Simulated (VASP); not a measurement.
An input for Quantum ESPRESSO's pw.x (written as the equivalent of a VASP run, and not itself run):

```
&CONTROL
  calculation = 'scf'
  pseudo_dir = './pseudo'
  outdir = './out'
  tprnfor = .true.
  tstress = .true.
/
&SYSTEM
  ibrav = 0
  nat = 2
  ntyp = 2
  ecutwfc = 88
  occupations = 'smearing'
  smearing = 'gaussian'
  degauss = 0.000735
  input_dft = 'revpbe'
/
&ELECTRONS
  conv_thr = 7.3e-08
  electron_maxstep = 100
/
ATOMIC_SPECIES
  Be 9.012 Be.upf
  Se 78.971 Se.upf
CELL_PARAMETERS angstrom
     0.0000000    2.5488280    2.5488280
     2.5488280    0.0000000    2.5488280
     2.5488280    2.5488280    0.0000000
ATOMIC_POSITIONS crystal
  Be   0.0000000  0.0000000  0.0000000
  Se   0.2500000  0.2500000  0.2500000
K_POINTS automatic
  11 11 11 0 0 0
```

**Question.** Translate this input to VASP (INCAR, KPOINTS, POSCAR, choice of POTCAR).

**Answer.** This is not unique; one that fits is 
### POSCAR
```
BeSe
1
    0.0000000000     2.5488280000     2.5488280000
    2.5488280000     0.0000000000     2.5488280000
    2.5488280000     2.5488280000     0.0000000000
Be Se
1 1
Direct
  0.0000000000   0.0000000000   0.0000000000
  0.2500000000   0.2500000000   0.2500000000
```

### INCAR
```
SIGMA  =  0.01
PREC  =  Accurate
LMAXMIX  =  4
SYSTEM  =  BeSe
LWAVE  =  F
LCHARG  =  F
EDIFF  =  1E-6
ALGO  =  Normal   # blocked Davidson
LREAL  =  F   # projection in real space or not
LASPH  =  T
GGA  =  RE   # revPBE
NELM  =  100
ISMEAR  =  0   # Gaussian
ENCUT  =  300   # plane-wave cut-off (eV)
ISIF  =  2   # forces and stress, cell fixed
```

File KPOINTS:
```
K-points
0
gamma
 11 11 11
0 0 0
```

POTCAR, in this order: Be Se (PBE.64 set). Program: vasp_std.

What does not carry over: the potentials are each code's own (VASP's PAW set, PseudoDojo norm-conserving files in pw.x), so ENCUT and ecutwfc are chosen apart and not converted; conv_thr bounds pw.x's estimated SCF error, while EDIFF bounds the energy change between steps.

The structure comes from a computed database's BeSe entry; how it stands against other phases isn't given here. The cell was not relaxed at this level. The run is one of a series of settings (GGA = RE against the base run), some of them coarse on purpose.
